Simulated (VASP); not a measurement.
# Vibrations of CoSi2 at several levels of theory, part 2 of 3

How much do the zone-centre frequencies of CoSi2 depend on the functional? The starting structure is a measured crystal structure from the Crystallography Open Database.

VASP 6.6.1.

Results so far: LDA T1u 350.4 cm⁻¹; LDA at the measured cell T1u 315.6 cm⁻¹.

## Step 4: Modes with PBEsol

Level of this step: PBEsol, zero-moment start; plane waves and PAW (Co, Si) (VASP).

PBEsol restores the gradient expansion of exchange and is tuned for the cells of solids. The cell comes from a relaxation at this level, not shown (37.49 Å³).

Contents of INCAR:

```
SYSTEM = CoSi2
PREC = Accurate
ENCUT = 450
EDIFF = 1E-08
NELM = 100
ISMEAR = 0
SIGMA = 0.05
LREAL = .FALSE.
ALGO = Normal
GGA = PS
NBANDS = 16
ISPIN = 2
MAGMOM = 0 0 0
LASPH = .TRUE.
LMAXMIX = 4
LORBIT = 11
LWAVE = .FALSE.
LCHARG = .FALSE.
KPAR = 8
IBRION = 8
ISIF = 2
```

Contents of POSCAR:

```
CoSi2
1.0
    0.0000000000      2.6563079266      2.6563079266
    2.6563079266      0.0000000000      2.6563079266
    2.6563079266      2.6563079266      0.0000000000
Co Si
1 2
Direct
    0.0000000000      0.0000000000      0.0000000000
    0.7500000000      0.7500000000      0.7500000000
    0.2500000000      0.2500000000      0.2500000000
```

Contents of KPOINTS:

```
Automatic mesh
0
Gamma
12 12 12
0 0 0
```

PAW data sets: Co and Si (PBE family, release 64).

Launch:

```bash
> mpirun -np 8 vasp_std
```

The log of the run:

```text
[banner, memory and clock lines left out]
running    8 mpi-ranks, on    1 nodes
[...]
[... a notice as in an earlier step ...]

|                                                                             |
|               ----> ADVICE to this user running VASP <----                  |
|                                                                             |
|     You enforced a specific xc type in the INCAR file but a different       |
|     [... a line on the potential file left out ...]
|     I HOPE YOU KNOW WHAT YOU ARE DOING!                                     |
|                                                                             |

 LDA part: xc-table for (Slater+PW92), standard interpolation
 POSCAR, INCAR and KPOINTS ok, starting setup
[...]
entering main loop
       N       E                     dE             d eps       ncg     rms          rms(c)
DAV:   1     0.532269934700E+02    0.53227E+02   -0.62017E+03  4664   0.904E+02
DAV:   2    -0.197852866249E+02   -0.73012E+02   -0.64685E+02  5128   0.189E+02
[...]
RMM:  10    -0.172766544396E+00   -0.51721E-07   -0.11038E-10 18657   0.110E-04    0.204E-05
RMM:  11    -0.172766495760E+00    0.48636E-07   -0.36263E-12 18341   0.480E-05    0.414E-06
RMM:  12    -0.172766494743E+00    0.10173E-08   -0.19286E-12 19004   0.161E-05    0.192E-06
 first order change of Fermi-energy   0.40729E-03
 force on displaced ion       1 direction 1 : -12.626   0.000   0.000
 Linear response progress:
  Degree of freedom:   2/  2
       N       E                     dE             d eps       ncg     rms          rms(c)
RMM:   1    -0.205014857014E-01   -0.20501E-01    0.29107E-02 44295   0.114E+00
RMM:   2    -0.179095054894E-01    0.25920E-02   -0.10143E-03 26815   0.485E-01    0.103E-01
RMM:   3    -0.181023891800E-01   -0.19288E-03   -0.45303E-04 29654   0.146E-01    0.542E-02
RMM:   4    -0.183038970548E-01   -0.20151E-03   -0.67866E-05 28314   0.580E-02    0.102E-02
[...]
RMM:  10    -0.182859238058E-01   -0.63220E-07    0.12764E-09 32565   0.127E-04    0.254E-05
RMM:  11    -0.182859539364E-01   -0.30131E-07    0.32485E-10 33217   0.379E-05    0.116E-05
RMM:  12    -0.182859506058E-01    0.33306E-08    0.59434E-11 32664   0.121E-05    0.671E-06
 first order change of Fermi-energy  -0.12110E-04
 force on displaced ion       2 direction 1 :  -9.181  -0.000  -0.000
 Linear response finished
```

It took 3.1 min on 8 MPI ranks of AMD EPYC 7R43, shared host; peak memory 4.9 GiB.

From OUTCAR (step 4):

```text
  Total        0.0037142      0.0037142      0.0037142      0.0000000      0.0000000     -0.0000000
  in kB        0.1587473      0.1587473      0.1587473      0.0000000      0.0000000     -0.0000000
  external PRESSURE =       0.1587473 kB  Pullay stress =       0.0000000 kB

 POSITION                                       TOTAL-FORCE (eV/Angst)
 -----------------------------------------------------------------------------------
      0.00000      0.00000      0.00000         0.000000      0.000000      0.000000
      3.98446      3.98446      3.98446        -0.000000      0.000000      0.000000
      1.32815      1.32815      1.32815        -0.000000     -0.000000     -0.000000
 -----------------------------------------------------------------------------------
    total drift:                               -0.000000     -0.000000      0.000000

 magnetization (x)
# of ion       s       p       d       tot
------------------------------------------
    1       -0.000  -0.000   0.000   0.000
    2        0.000   0.000   0.000   0.000
    3        0.000   0.000   0.000   0.000
--------------------------------------------------
tot          0.000   0.000   0.000   0.000

[... 1 part as in an earlier step ...]

[... 1 further part left out ...]
```

With PBEsol the modes are T1u 345.3, T2g 341.8 cm⁻¹; the largest shift is -5.8 cm⁻¹, in T2g, from LDA.

## Step 5: Modes with PBE

PBE, the usual starting point, adds the gradient of the density. The cell comes from a relaxation at this level, not shown (38.45 Å³).

Changes to INCAR since step 4:

```diff
@@ -9,3 +9,3 @@
 ALGO = Normal
-GGA = PS
+GGA = PE
 NBANDS = 16
```

Contents of POSCAR:

```
CoSi2
1.0
    0.0000000000      2.6788137122      2.6788137122
    2.6788137122      0.0000000000      2.6788137122
    2.6788137122      2.6788137122      0.0000000000
Co Si
1 2
Direct
    0.0000000000      0.0000000000      0.0000000000
    0.7500000000      0.7500000000      0.7500000000
    0.2500000000      0.2500000000      0.2500000000
```

KPOINTS is that of step 4.

Launch:

```bash
> mpirun -np 8 vasp_std
```

The log of the run:

```text
[banner, memory and clock lines left out]
running    8 mpi-ranks, on    1 nodes
[...]
[... a notice as in an earlier step ...]

 LDA part: xc-table for (Slater+PW92), standard interpolation
 POSCAR, INCAR and KPOINTS ok, starting setup
[...]
entering main loop
       N       E                     dE             d eps       ncg     rms          rms(c)
DAV:   1     0.551747592151E+02    0.55175E+02   -0.61637E+03  4648   0.899E+02
DAV:   2    -0.179269537347E+02   -0.73102E+02   -0.64968E+02  5192   0.189E+02
DAV:   3    -0.206687940899E+02   -0.27418E+01   -0.27071E+01  5960   0.412E+01
DAV:   4    -0.207139011383E+02   -0.45107E-01   -0.45088E-01  5624   0.517E+00
[...]
DAV:  16    -0.192960990142E+02   -0.86367E-07   -0.49957E-08  5560   0.440E-03    0.314E-04
DAV:  17    -0.192960990341E+02   -0.19845E-07   -0.49866E-09  2616   0.553E-04    0.236E-04
DAV:  18    -0.192960990293E+02    0.47339E-08   -0.11218E-09  2648   0.496E-04
   1 F= -.19296099E+02 E0= -.19295366E+02  d E =-.146633E-02  mag=     0.0000
[...]
RMM:  11    -0.172413284560E+00    0.47012E-07   -0.31246E-10 17797   0.631E-05    0.627E-06
RMM:  12    -0.172413348901E+00   -0.64342E-07   -0.10360E-10 18908   0.230E-05    0.343E-06
RMM:  13    -0.172413348391E+00    0.51086E-09   -0.13831E-10 19892   0.116E-05    0.105E-06
 first order change of Fermi-energy   0.42964E-03
 force on displaced ion       1 direction 1 : -11.648   0.000   0.000
 Linear response progress:
  Degree of freedom:   2/  2
       N       E                     dE             d eps       ncg     rms          rms(c)
RMM:   1    -0.204660994418E-01   -0.20466E-01    0.29910E-02 44519   0.113E+00
RMM:   2    -0.179016082846E-01    0.25645E-02   -0.91410E-04 26823   0.475E-01    0.100E-01
RMM:   3    -0.181303277862E-01   -0.22872E-03   -0.45144E-04 29537   0.144E-01    0.531E-02
RMM:   4    -0.183552640976E-01   -0.22494E-03   -0.66716E-05 28538   0.577E-02    0.106E-02
[...]
RMM:  11    -0.183353479475E-01    0.43057E-07   -0.34558E-09 31171   0.478E-05    0.988E-06
RMM:  12    -0.183353378152E-01    0.10132E-07   -0.79158E-10 34702   0.168E-05    0.624E-06
RMM:  13    -0.183353301175E-01    0.76977E-08   -0.59872E-10 30637   0.732E-06    0.678E-07
 first order change of Fermi-energy  -0.89018E-05
 force on displaced ion       2 direction 1 :  -8.168   0.000   0.000
 Linear response finished
```

It took 2.6 min on 8 MPI ranks; peak memory 4.9 GiB.

OUTCAR, selected parts (step 5):

```text
  Total        0.0023299      0.0023299      0.0023299      0.0000000     -0.0000000     -0.0000000
  in kB        0.0970917      0.0970917      0.0970917      0.0000000     -0.0000000     -0.0000000
  external PRESSURE =       0.0970917 kB  Pullay stress =       0.0000000 kB

 POSITION                                       TOTAL-FORCE (eV/Angst)
 -----------------------------------------------------------------------------------
      0.00000      0.00000      0.00000        -0.000000     -0.000000      0.000000
      4.01822      4.01822      4.01822        -0.000000      0.000000      0.000000
      1.33941      1.33941      1.33941         0.000000     -0.000000     -0.000000
 -----------------------------------------------------------------------------------
    total drift:                               -0.000000     -0.000000      0.000000

 magnetization (x)
# of ion       s       p       d       tot
------------------------------------------
    1       -0.000   0.000   0.000   0.000
    2       -0.000  -0.000   0.000  -0.000
    3       -0.000  -0.000   0.000  -0.000
--------------------------------------------------
tot         -0.000  -0.000   0.000  -0.000

[... 1 part as in an earlier step ...]

[... 1 further part left out ...]
```

With PBE the modes are T1u 332.1, T2g 318.8 cm⁻¹; the largest shift is -28.8 cm⁻¹, in T2g, from LDA.

## Step 6: Modes with PBEsol + D3(BJ)

D3 with Becke-Johnson damping keeps a finite attraction at short range. The cell comes from a relaxation at this level, not shown (36.52 Å³).

Changes to INCAR since step 5:

```diff
@@ -9,3 +9,4 @@
 ALGO = Normal
-GGA = PE
+GGA = PS
+IVDW = 12
 NBANDS = 16
@@ -19,3 +20,6 @@
 KPAR = 8
-IBRION = 8
+IBRION = 6
+NFREE = 2
+POTIM = 0.015
+NSW = 1
 ISIF = 2
```

Contents of POSCAR:

```
CoSi2
1.0
    0.0000000000      2.6333552697      2.6333552697
    2.6333552697      0.0000000000      2.6333552697
    2.6333552697      2.6333552697      0.0000000000
Co Si
1 2
Direct
    0.0000000000      0.0000000000      0.0000000000
    0.7500000000      0.7500000000      0.7500000000
    0.2500000000      0.2500000000      0.2500000000
```

KPOINTS is that of step 5.

Launch:

```bash
> mpirun -np 8 vasp_std
```

The log of the run:

```text
[banner, memory and clock lines left out]
running    8 mpi-ranks, on    1 nodes
[...]
[... a notice as in an earlier step ...]

 [... a notice as in an earlier step ...]

 LDA part: xc-table for (Slater+PW92), standard interpolation
 POSCAR, INCAR and KPOINTS ok, starting setup
[...]
entering main loop
       N       E                     dE             d eps       ncg     rms          rms(c)
DAV:   1     0.545875460590E+02    0.54588E+02   -0.61594E+03  4648   0.908E+02
DAV:   2    -0.197463875633E+02   -0.74334E+02   -0.66260E+02  5176   0.192E+02
DAV:   3    -0.225455459770E+02   -0.27992E+01   -0.27609E+01  6072   0.417E+01
DAV:   4    -0.225920008287E+02   -0.46455E-01   -0.46433E-01  5496   0.522E+00
[...]
DAV:  15    -0.209678153340E+02   -0.11911E-06   -0.21410E-08  4992   0.119E-03    0.118E-03
DAV:  16    -0.209678153656E+02   -0.31612E-07   -0.22631E-08  3648   0.308E-03    0.262E-04
DAV:  17    -0.209678153744E+02   -0.88103E-08   -0.40008E-09  2656   0.444E-04
   1 F= -.22187728E+02 E0= -.22187136E+02  d E =-.118431E-02  mag=    -0.0000
[... from here on, the cycles between the ionic steps are left out ...]
   2 F= -.22186158E+02 E0= -.22185568E+02  d E =-.118033E-02  mag=    -0.0000
   3 F= -.22186158E+02 E0= -.22185568E+02  d E =-.118032E-02  mag=     0.0000
   4 F= -.22186575E+02 E0= -.22185994E+02  d E =-.116235E-02  mag=     0.0000
   5 F= -.22186575E+02 E0= -.22185994E+02  d E =-.116234E-02  mag=    -0.0000
 Finite differences progress:
  Degree of freedom:   2/  2
  Displacement:        2/  2
  Total:               4/  4
```

Elapsed: 3.1 min, on 8 MPI ranks; peak memory 3.6 GiB; 23 min of CPU time.

From OUTCAR (step 6):

```text
 Edisp (eV)   -1.21991

 Edisp (eV)   -1.21991

  Total       0.01479     0.00244     0.00244    -0.00000    -0.15838     0.00000
  in kB       0.64872     0.10688     0.10688    -0.00000    -6.94784     0.00000
  external pressure =        0.29 kB  Pullay stress =        0.00 kB

 POSITION                                       TOTAL-FORCE (eV/Angst)
 -----------------------------------------------------------------------------------
      0.00000      0.00000      0.00000        -0.104518      0.000000      0.000000
      3.93503      3.95003      3.95003         0.153730      0.000000      0.000000
      1.31668      1.31668      1.31668        -0.049212      0.000000      0.000000
 -----------------------------------------------------------------------------------
    total drift:                                0.000028      0.000000      0.000000

  FREE ENERGIE OF THE ION-ELECTRON SYSTEM (eV)
  ---------------------------------------------------
  free  energy   TOTEN  =       -22.1865751813 eV

  energy  without entropy=      -22.1854128368  energy(sigma->0) =      -22.18599401

 magnetization (x)
# of ion       s       p       d       tot
------------------------------------------
    1        0.000  -0.000  -0.000  -0.000
    2        0.000  -0.000   0.000   0.000
    3        0.000  -0.000   0.000   0.000
--------------------------------------------------
tot          0.000  -0.000  -0.000  -0.000

[... 1 part as in an earlier step ...]

[... 2 further parts left out ...]
[key lines of the parts left out:]
E-fermi :  10.6765
```

The last energy, forces and stress in OUTCAR belong to the last displaced cell, not to that of POSCAR.

With PBEsol + D3(BJ) the modes are T1u 363.1, T2g 361.9 cm⁻¹; the largest shift is +14.3 cm⁻¹, in T2g, from LDA.

## Step 7: Modes with r2SCAN

r2SCAN adds the kinetic-energy density, costs more than a GGA and is run with LASPH. The cell comes from a relaxation at this level, not shown (37.50 Å³).

Changes to INCAR since step 6:

```diff
@@ -9,4 +9,4 @@
 ALGO = Normal
-GGA = PS
-IVDW = 12
+METAGGA = R2SCAN
+LASPH = .TRUE.
 NBANDS = 16
@@ -14,3 +14,2 @@
 MAGMOM = 0 0 0
-LASPH = .TRUE.
 LMAXMIX = 4
```

Contents of POSCAR:

```
CoSi2
1.0
    0.0000000000      2.6567012308      2.6567012308
    2.6567012308      0.0000000000      2.6567012308
    2.6567012308      2.6567012308      0.0000000000
Co Si
1 2
Direct
    0.0000000000      0.0000000000      0.0000000000
    0.7500000000      0.7500000000      0.7500000000
    0.2500000000      0.2500000000      0.2500000000
```

KPOINTS is that of step 6.

Launch:

```bash
> mpirun -np 8 vasp_std
```

The log of the run:

```text
[banner, memory and clock lines left out]
running    8 mpi-ranks, on    1 nodes
[...]
[... a notice as in an earlier step ...]

 [... a notice as in an earlier step ...]

 LDA part: xc-table for (None), standard interpolation
 POSCAR, INCAR and KPOINTS ok, starting setup
[...]
entering main loop
       N       E                     dE             d eps       ncg     rms          rms(c)
DAV:   1     0.435793151764E+02    0.43579E+02   -0.63557E+03  4640   0.938E+02
DAV:   2    -0.328679631087E+02   -0.76447E+02   -0.68083E+02  5208   0.197E+02
DAV:   3    -0.357235960762E+02   -0.28556E+01   -0.27995E+01  5944   0.431E+01
DAV:   4    -0.357725717027E+02   -0.48976E-01   -0.48952E-01  5768   0.544E+00
[...]
DAV:  15    -0.320091629588E+02   -0.17345E-06   -0.62042E-08  5392   0.186E-03    0.515E-04
DAV:  16    -0.320091630025E+02   -0.43652E-07   -0.23164E-09  3000   0.763E-04    0.232E-04
DAV:  17    -0.320091630115E+02   -0.89792E-08   -0.14077E-09  2640   0.537E-04
   1 F= -.32009163E+02 E0= -.32008332E+02  d E =-.166192E-02  mag=    -0.0000
[... from here on, the cycles between the ionic steps are left out ...]
   2 F= -.32007693E+02 E0= -.32006864E+02  d E =-.165861E-02  mag=     0.0000
   3 F= -.32007693E+02 E0= -.32006864E+02  d E =-.165861E-02  mag=    -0.0000
   4 F= -.32008176E+02 E0= -.32007401E+02  d E =-.155158E-02  mag=     0.0000
   5 F= -.32008177E+02 E0= -.32007401E+02  d E =-.155159E-02  mag=    -0.0000
 Finite differences progress:
  Degree of freedom:   2/  2
  Displacement:        2/  2
  Total:               4/  4
```

Elapsed: 16 min, on 8 MPI ranks; peak memory 3.7 GiB; 2.1 h of CPU time.

From OUTCAR (step 7):

```text
  Total        0.0076858     -0.0007878     -0.0007878      0.0000000     -0.1511727      0.0000000
  in kB        0.3283523     -0.0336585     -0.0336585      0.0000000     -6.4584130      0.0000000
  external PRESSURE =       0.0870118 kB  Pullay stress =       0.0000000 kB

 POSITION                                       TOTAL-FORCE (eV/Angst)
 -----------------------------------------------------------------------------------
      0.00000      0.00000      0.00000        -0.097682      0.000000      0.000000
      3.97005      3.98505      3.98505         0.132919     -0.000000     -0.000000
      1.32835      1.32835      1.32835        -0.035237      0.000000      0.000000
 -----------------------------------------------------------------------------------
    total drift:                               -0.000017      0.000005      0.000005

  FREE ENERGIE OF THE ION-ELECTRON SYSTEM (eV)
  ---------------------------------------------------
  free  energy   TOTEN  =       -32.0081768314 eV

  energy  without entropy=      -32.0066252372  energy(sigma->0) =      -32.00740103

[... 2 parts as in an earlier step ...]

[... 2 further parts left out ...]
[key lines of the parts left out:]
E-fermi :  10.3002
```

With r2SCAN the modes are T1u 351.1, T2g 329.5 cm⁻¹; the largest shift is -18.1 cm⁻¹, in T2g, from LDA.

[end of part 2 of 3]

[Lines on the potential files, build, host, timing and source positions are cut from VASP's logs without a mark.]

[Logs are printed without paths, hosts, clocks, repeated set-up lines and the standing remarks that a program may print on its own settings, such as how far it seeks lower states.]

[Hosts, paths, dates, database ids (printed as entryN), source tags and the programs' standing remarks are cut or masked in the printed files.]
